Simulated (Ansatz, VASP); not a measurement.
ZrInBr3: VASP beside Ansatz

```
Zr In Br
1.0
     4.98878    0.00000    0.00000
     0.00000    4.98878    0.00000
     0.00000    0.00000    4.98878
Zr In Br
1 1 3
Direct
  0.00000 0.00000 0.00000
  0.50000 0.50000 0.50000
  0.00000 0.50000 0.50000
  0.50000 0.00000 0.50000
  0.50000 0.50000 0.00000
```

Change from the starting cell: species swapped into the RbHgF3 type (Pm-3m, No. 221).

Alike in both runs: task relaxation of cell and atoms; functional PBE; k mesh 4 × 4 × 4; occupations gaussian, width 0.1 eV; no spin polarisation.

```csv
,VASP,Ansatz
version,VASP 6.6.1,Ansatz 0.2.0
potentials or method,"VASP PAW PBE potentials, release 64 (Zr_sv, In_d, Br)","scalar-relativistic, plane waves, PAW"
plane-wave cutoff (eV),600,420
valence electrons in the cell,46,46
```

VASP gave:

```
gap on the k mesh at the Fermi level, each at its own relaxed structure (eV) : none
relaxed volume (Å³/atom)                                                     : 34.75
relaxed cell length with the largest relative difference (Å)                 : 5.580
energy change over the relaxation (meV/atom)                                 : -348
```

Q: Which values does Ansatz return?

A: gap on the k mesh at the Fermi level, each at its own relaxed structure (eV): none; relaxed volume (Å³/atom): 34.23; relaxed cell length with the largest relative difference (Å): 5.552; energy change over the relaxation (meV/atom): -346.

A gap of «none» marks a metal or a gap that the smearing closes.

Caveats: the volume moved by over 15 % at a fixed basis, so the end points are rough (VASP); the bands computed are all filled at some k points, so no gap is given.
